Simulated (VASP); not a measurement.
Consider the following.

```
Rb
1.0
   -2.83984     2.83984     2.83984
    2.83984    -2.83984     2.83984
    2.83984     2.83984    -2.83984
Rb
1
Direct
  0.00000   0.00000   0.00000
```

All values below come from AM05 GGA, VASP's PBE PAW potentials (set 64) (plane waves; VASP 6.6.1). Numerical set-up: 520 eV cut-off, Gaussian smearing of 0.050 eV, potentials Rb_sv.

Problem. What does the run give for the band gap (along the path) with the smallest direct gap where there is one?

Solution. 
The band gap (along the path) is none (metal, semimetal or under 0.01 eV).

The compound is Rb in the bcc structure. It was relaxed first.
